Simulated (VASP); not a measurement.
Crystal: Si2W.

```
CELL_PARAMETERS angstrom
-1.60690 1.60690 3.91495
1.60690 -1.60690 3.91495
1.60690 1.60690 -3.91495
ATOMIC_POSITIONS crystal
Si 0.33470 0.33470 0.00000
Si 0.66530 0.66530 0.00000
W 0.00000 0.00000 0.00000
```

* Program: VASP 6.6.1
* Task: relaxation of cell and atoms
* Functional: PBE
* Potentials or basis: VASP PAW PBE potentials, release 64 (Si, W_sv)
* Cutoff: 520 eV
* k mesh: 18 × 18 × 18
* Occupations: methfessel-paxton, width 0.2 eV
* Spin: no spin polarisation

At the start: pressure 3.4 GPa; volume 13.48 Å³/atom.

Task: Where does the relaxation end?

Result: Over 8 steps the energy falls by 2.1 meV/atom and the volume is 13.68 Å³/atom (+1.5 %); space group I4/mmm (No. 139, to 0.05 Å).

The path:
| step | energy change (eV) | largest force (eV/Å) | pressure (GPa) | volume (Å³) |
| --- | --- | --- | --- | --- |
| 1 | 0.0000 | 0.0611 | 3.36 | 40.44 |
| 2 | 0.0134 | 0.1030 | -5.52 | 42.11 |
| 3 | -0.0062 | 0.0007 | -0.01 | 41.03 |
| 4 | -0.0062 | 0.0004 | 0.06 | 41.02 |
| 5 | -0.0062 | 0.0008 | 0.04 | 41.02 |
| 6 | -0.0062 | 0.0007 | 0.05 | 41.02 |
| 7 | -0.0062 | 0.0011 | -0.06 | 41.04 |
| 8 | -0.0062 | 0.0001 | 0.01 | 41.03 |

Final structure:
```cif
data_structure
_symmetry_space_group_name_H-M 'P 1'
_symmetry_Int_Tables_number 1
_cell_length_a 4.5482
_cell_length_b 4.5482
_cell_length_c 4.5482
_cell_angle_alpha 138.407
_cell_angle_beta 138.407
_cell_angle_gamma 60.281
_cell_volume 41.03
loop_
_atom_site_label
_atom_site_type_symbol
_atom_site_fract_x
_atom_site_fract_y
_atom_site_fract_z
_atom_site_occupancy
Si1 Si 0.33457 0.33457 0.00000 1
Si2 Si 0.66543 0.66543 0.00000 1
W1 W 0.00000 0.00000 0.00000 1
```
